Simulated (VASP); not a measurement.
# BeCd2S3 (Imm2) in VASP: single point with PBE

Aim: the single point of BeCd2S3 with PBE.

Program: VASP 6.6.1. These are calculated values, not measurements. Logs are shortened: lines on timing, memory, paths and dates and some standing lists are left out, and cuts for length are marked.

### 1 The structure

The structure is orthorhombic, space group Imm2 (No. 44). Conventional cell: a = 3.872 Å, b = 11.774 Å, c = 5.682 Å, α = 90.00°, β = 90.00°, γ = 90.00°. Around Be (site symmetry mm2) lie 4 S at 2.10 to 2.24 Å. Cd (site symmetry m) is surrounded by 4 S at 2.55 to 2.56 Å. Around S (site symmetry mm2) lie 2 Be at 2.24 Å and 2 Cd at 2.56 Å. S (site symmetry m) has 1 Be at 2.10 Å as nearest neighbours.

The cell was built by a generator and needn't be a form met in nature.

### 2 Single point, PBE

Contents of INCAR:

```
SYSTEM = BeCd2S3
PREC = Normal
ENCUT = 520
EDIFF = 1E-5
ISMEAR = 0
SIGMA = 0.05
LREAL = Auto
LASPH = .True.
NELM = 80
ALGO = Fast
ISIF = 2
LWAVE = .False.
LCHARG = .False.
GGA = PE
```

Contents of KPOINTS:

```
regular mesh
0
Gamma
  5 5 5
  0 0 0
```

Contents of POSCAR:

```
BeCd2S3
1.0
   -1.9359800000      5.8871500000      2.8410200000
    1.9359800000     -5.8871500000      2.8410200000
    3.8719600000     11.7743000000     -5.6820400000
Be Cd S
2 4 6
Direct
    0.9899860000      0.9899860000      0.0000000000
    0.9899860000      0.9899860000      0.5000000000
    0.6523310000      0.9928550000      0.3297380000
    0.6523310000      0.9928550000      0.8297380000
    0.3333790000      0.9928550000      0.1702620000
    0.3333790000      0.9928550000      0.6702620000
    0.1877970000      0.6877970000      0.2500000000
    0.1877970000      0.6877970000      0.7500000000
    0.6353970000      0.7832960000      0.4260505000
    0.6353970000      0.7832960000      0.9260505000
    0.9311950000      0.7832960000      0.0739495000
    0.9311950000      0.7832960000      0.5739495000
```

Potentials or basis: VASP PAW PBE potentials, release 64 (Be, Cd, S).

Command:

```console
$ cat potpaw_PBE.64/Be/POTCAR potpaw_PBE.64/Cd/POTCAR potpaw_PBE.64/S/POTCAR > POTCAR
$ mpirun -np 1 vasp_std > vasp.out
```

OUTCAR:

```text
SYSTEM = BeCd2S3
   PREC = Normal
   ENCUT = 520
   EDIFF = 1E-5
   ISMEAR = 0
   LREAL = Auto
   LASPH = .True.
   NELM = 80
   ISIF = 2
   GGA = PE

 ion  position               nearest neighbor table
   1  0.990  0.990  0.000-  11 2.10  10 2.10   7 2.24   8 2.24
   2  0.990  0.990  0.500-  12 2.10   9 2.10   8 2.24   7 2.24
   3  0.652  0.993  0.330-  12 2.55  11 2.55   7 2.56   9 2.56   5 3.76
   4  0.652  0.993  0.830-  11 2.55  12 2.55   8 2.56  10 2.56   6 3.76
   5  0.333  0.993  0.170-  10 2.55   9 2.55   7 2.56  11 2.56   3 3.76
   6  0.333  0.993  0.670-   9 2.55  10 2.55   8 2.56  12 2.56   4 3.76
   7  0.188  0.688  0.250-   2 2.24   1 2.24   3 2.56   5 2.56
   8  0.188  0.688  0.750-   1 2.24   2 2.24   4 2.56   6 2.56
   9  0.635  0.783  0.426-   2 2.10   6 2.55   5 2.55   3 2.56
  10  0.635  0.783  0.926-   1 2.10   5 2.55   6 2.55   4 2.56
  11  0.931  0.783  0.074-   1 2.10   4 2.55   3 2.55   5 2.56
  12  0.931  0.783  0.574-   2 2.10   3 2.55   4 2.55   6 2.56

  LATTYP: Found a base centered monoclinic cell.
 ALAT       =    12.3946042588
 B/A-ratio  =     0.4584285130
 C/A-ratio  =     0.6247815451
 COS(beta)  =    -0.3123907726

  Lattice vectors:

 A1 = (  -1.9359800000,   5.8871500000,  -2.8410200000)
 A2 = (  -1.9359800000,   5.8871500000,   2.8410200000)
 A3 = (   7.7439200000,   0.0000000000,   0.0000000000)

Analysis of symmetry for initial positions (statically):
=====================================================================
 Subroutine PRICEL returns following result:

  LATTYP: Found a body centered orthorhombic cell.
 ALAT       =     3.8719600000
 B/A-ratio  =     1.4674841682
 C/A-ratio  =     3.0409146789

  Lattice vectors:

 A1 = (  -1.9359800000,   5.8871500000,  -2.8410200000)
 A2 = (   1.9359800000,   5.8871500000,   2.8410200000)
 A3 = (   1.9359800000,  -5.8871500000,  -2.8410200000)

   2 primitive cells build up your supercell.

 Routine SETGRP: Setting up the symmetry group for a
 base centered monoclinic supercell.

 Subroutine GETGRP returns: Found  2 space group operations
 (whereof  2 operations were pure point group operations)
 out of a pool of  4 trial point group operations.

The static configuration has the point symmetry C_2 .

Analysis of symmetry for dynamics (positions and initial velocities):
=====================================================================
 Subroutine PRICEL returns following result:

  LATTYP: Found a body centered orthorhombic cell.
 ALAT       =     3.8719600000
 B/A-ratio  =     1.4674841682
 C/A-ratio  =     3.0409146789

  Lattice vectors:

 A1 = (  -1.9359800000,   5.8871500000,  -2.8410200000)
 A2 = (   1.9359800000,   5.8871500000,   2.8410200000)
 A3 = (   1.9359800000,  -5.8871500000,  -2.8410200000)

   2 primitive cells build up your supercell.

 Routine SETGRP: Setting up the symmetry group for a
 base centered monoclinic supercell.

 Subroutine GETGRP returns: Found  2 space group operations
 (whereof  2 operations were pure point group operations)
 out of a pool of  4 trial point group operations.

The dynamic configuration has the point symmetry C_2 .

 Subroutine INISYM returns: Found  2 space group operations
 (whereof  2 operations are pure point group operations),
 and found     2 'primitive' translations

----------------------------------------------------------------------------------------

                                     Primitive cell

  volume of cell :     129.5210

  direct lattice vectors                    reciprocal lattice vectors
    -1.935980000  5.887150000 -2.841020000    -0.000000000  0.084930739 -0.175993129
     1.935980000  5.887150000  2.841020000     0.258267131  0.084930739  0.000000000
     1.935980000 -5.887150000 -2.841020000     0.258267131 -0.000000000 -0.175993129

  length of vectors
     6.817473749  6.817473749  6.817473749     0.195414462  0.271873392  0.312530786

  position of ions in fractional coordinates (direct lattice)
     0.010014000  0.000000000  0.010014000
     0.666621000  0.659476000  0.007145000
     0.347669000  0.340524000  0.007145000
     0.812203000  0.500000000  0.312203000
     0.068805000  0.852101000  0.216704000
     0.364603000  0.147899000  0.216704000

  ion indices of the primitive-cell ions
   primitive index   ion index
                 1           1
                 2           4
                 3           5
                 4           7
                 5          10
                 6          11

----------------------------------------------------------------------------------------

 KPOINTS: regular mesh

Automatic generation of k-mesh.
 Grid dimensions read from file:
 generate k-points for:    5    5    5

 Generating k-lattice:

  Cartesian coordinates                     Fractional coordinates (reciprocal lattice)
     0.000000000  0.016986148  0.035198626     0.200000000 -0.000000000  0.000000000
     0.051653426  0.000000000  0.035198626    -0.000000000  0.200000000  0.000000000
     0.025826713  0.008493074  0.000000000    -0.000000000  0.000000000  0.200000000

  Length of vectors
     0.039082892  0.062506157  0.027187339

  Shift w.r.t. Gamma in fractional coordinates (k-lattice)
     0.000000000  0.000000000  0.000000000

 Subroutine IBZKPT returns following result:
 ===========================================

 Found     39 irreducible k-points:

 Following reciprocal coordinates:
            Coordinates               Weight
  0.000000  0.000000  0.000000      1.000000
  0.200000  0.000000 -0.000000      4.000000
  0.400000 -0.000000  0.000000      4.000000
  0.000000  0.200000 -0.000000      4.000000
  0.200000  0.200000  0.000000      4.000000
  0.400000  0.200000  0.000000      4.000000
[... 16 lines left out ...]
  0.400000  0.400000  0.200000      2.000000
 -0.400000  0.400000  0.200000      2.000000
 [... further k-points ...]
   k-points           NKPTS =     39   k-points in BZ     NKDIM =     39   number of bands    NBANDS=     52
   number of dos      NEDOS =    301   number of ions     NIONS =     12
   total plane-waves  NPLWV = 128000
   dimension x,y,z NGX =    40 NGY =   40 NGZ =   80
   dimension x,y,z NGXF=    80 NGYF=   80 NGZF=  160
   ions per type =               2   4   6
   NGX,Y,Z   is equivalent  to a cutoff of   9.75,  9.75,  9.75 a.u.
   NGXF,Y,Z  is equivalent  to a cutoff of  19.51, 19.51, 19.51 a.u.
 SYSTEM =  BeCd2S3
   PREC   = normal    normal or accurate (medium, high low for compatibility)
   ISTART =      0    job   : 0-new  1-cont  2-samecut
   ICHARG =      2    charge: 1-file 2-atom 10-const
   ISPIN  =      1    spin polarized calculation?
   LNONCOLLINEAR =      F non collinear calculations
   LSORBIT =      F    spin-orbit coupling
   LASPH  =      T    aspherical Exc in radial PAW
   ENCUT  =  520.0 eV  38.22 Ry    6.18 a.u.  12.68 12.68 25.35*2*pi/ulx,y,z
   NELM   =     80;   NELMIN=  2; NELMDL= -5     # of ELM steps
   EDIFF  = 0.1E-04   stopping-criterion for ELM
   LREAL  =      T    real-space projection
   EDIFFG = 0.1E-03   stopping-criterion for IOM
   NSW    =      0    number of steps for IOM
   IBRION =     -1    ionic relax: 0-MD 1-quasi-New 2-CG
   NFREE  =      0    steps in history (QN), initial steepest desc. (CG)
   ISIF   =      2    stress and relaxation
   ISYM   =      2    0-nonsym 1-usesym 2-fastsym
   POTIM  = 0.5000    time-step for ionic-motion
   TEBEG  =    0.0;   TEEND  =   0.0 temperature during run
   PSTRESS=    0.0 pullay stress
   NELECT =      88.0000    total number of electrons
   NUPDOWN=      -1.0000    fix difference up-down
   EMIN   =  10.00;   EMAX   =-10.00  energy-range for DOS
   EFERMI =   0.00;   METHOD = LEGACY
   ISMEAR =     0;   SIGMA  =   0.05  broadening in eV -4-tet -1-fermi 0-gaus
   EFERMI_NEDOS =   21; number of points for ismear=-14 and -15
   IALGO  =     68    algorithm
   IMIX   =      4    mixing-type and parameters
     AMIX     =   0.40;   BMIX     =  1.00
     AMIX_MAG =   1.60;   BMIX_MAG =  1.00
  volume/ion in A,a.u.               =      21.59       145.68
  Fermi-wavevector in a.u.,A,eV,Ry     =   1.142297  2.158628 17.753454  1.304842
  Thomas-Fermi vector in A             =   2.278995
   LORBIT       =      0    0 simple, 1 ext, 2 COOP (PROOUT), +10 PAW based schemes
   GGA     = PE    functional components
   LHFCALC =     F    Hartree Fock is set to
   AEXX    =    0.0000 exact exchange contribution
   IVDW    =     0    specifies the selected vdW correction
   LEPSILON=     F    determine dielectric tensor
   LRPA    =     F    only Hartree local field effects (RPA)
 non-spin polarized calculation
 RMM-DIIS sequential band-by-band and
 Gauss-broadening in eV      SIGMA  =   0.05
  energy-cutoff  :      520.00
  volume of cell :      259.04
 maximum number of plane-waves:      6995
   NGX = 25   NGY = 25   NGZ = 51

 number of electron      88.0000011 magnetization

 Free energy of the ion-electron system (eV)
  ---------------------------------------------------
  ext. energy  EPLUGINS =         0.00000000
  ---------------------------------------------------
  free energy    TOTEN  =       -43.93073539 eV

  energy without entropy =      -43.93073539  energy(sigma->0) =      -43.93073539

 E-fermi :   2.2202     XC(G=0):  -9.2811

 val. band max:        1.9948166274   @ k =   0.0000   0.0000   0.0000
 cond. band min:       3.6610402992   @ k =   0.0000   0.0000   0.0000
 fundamental gap:      1.6662236719
 Fermi energy:         2.2201525214

 k-point     1 :       0.0000    0.0000    0.0000
  band No.  band energies     occupation
      1     -10.7485      2.00000
      2     -10.0524      2.00000
      3      -9.8744      2.00000
      4      -9.8576      2.00000
      5      -9.7567      2.00000
      6      -9.7100      2.00000
[... 44 lines left out ...]
     51       7.1332      0.00000
     52       7.4197      0.00000
[... 1263 lines left out ...]
     51       6.6742      0.00000
     52       6.9036      0.00000

 [... further k-points ...]

------------------------ aborting loop because EDIFF is reached ----------------------------------------

  FORCE on cell =-STRESS in cart. coord.  units (eV):
  Direction    XX          YY          ZZ          XY          YZ          ZX
  --------------------------------------------------------------------------------------
  -------------------------------------------------------------------------------------
  Total       -0.0004665      0.0265616     -0.0413578     -0.0005302      0.0000000      0.0000000
  in kB       -0.0028854      0.1642834     -0.2557982     -0.0032796      0.0000000      0.0000000
  external PRESSURE =      -0.0314667 kB  Pullay stress =       0.0000000 kB

 VOLUME and BASIS-vectors are now :
 -----------------------------------------------------------------------------
  energy-cutoff  :      520.00
  volume of cell :      259.04
      direct lattice vectors                 reciprocal lattice vectors
    -1.935980000  5.887150000  2.841020000     0.000000000  0.084930739  0.175993129
     1.935980000 -5.887150000  2.841020000     0.258267131  0.000000000  0.175993129
     3.871960000 11.774300000 -5.682040000     0.129133565  0.042465369  0.000000000

 POSITION                                       TOTAL-FORCE (eV/Angst)
 -----------------------------------------------------------------------------------
      0.00000      0.00000      5.62514        -0.000000      0.000000      0.002244
      1.93598      5.88715      2.78412        -0.000000      0.000000      0.002244
      1.93598      1.87772      2.80042         0.000001     -0.000089     -0.001542
      3.87196      7.76487     -0.04060         0.000001     -0.000089     -0.001542
      1.93598     -1.87772      2.80042        -0.000001      0.000089     -0.001542
      3.87196      4.00943     -0.04060        -0.000001      0.000089     -0.001542
      1.93598      0.00000      1.06707         0.000000      0.000000     -0.002943
      3.87196      5.88715     -1.77395         0.000000      0.000000     -0.002943
      1.93598      4.14574      1.60970         0.000014     -0.002561      0.001892
      3.87196     10.03289     -1.23132         0.000014     -0.002561      0.001892
     -0.00000      1.74141      4.45072        -0.000014      0.002561      0.001892
      1.93598      7.62856      1.60970        -0.000014      0.002561      0.001892
 -----------------------------------------------------------------------------------
    total drift:                                0.000010      0.000018     -0.008031

  FREE ENERGIE OF THE ION-ELECTRON SYSTEM (eV)
  ---------------------------------------------------
  free  energy   TOTEN  =       -43.9307353935 eV

  energy  without entropy=      -43.9307353935  energy(sigma->0) =      -43.93073539
```

It took 7.7 min on 1 thread of Intel Xeon Platinum 8375C at 2.90GHz (Ice Lake), shared host; peak memory 0.54 GiB.

What came out:

```
Free energy            : -43.9307 eV
Pressure               : 0.0 GPa
Largest force          : 0.003 eV/Å
Band gap on the k mesh : 1.67 eV
```

Forces in eV/Å, atoms in the order of the input:
```
Be   0.000  0.000  0.002
Be   0.000  0.000  0.002
Cd   0.000  0.000 -0.002
Cd   0.000  0.000 -0.002
Cd   0.000  0.000 -0.002
Cd   0.000  0.000 -0.002
S    0.000  0.000 -0.003
S    0.000  0.000 -0.003
S    0.000 -0.003  0.002
S    0.000 -0.003  0.002
S    0.000  0.003  0.002
S    0.000  0.003  0.002
```

Caveat: an odd mesh through Γ misses points on the zone boundary, where band edges often lie.
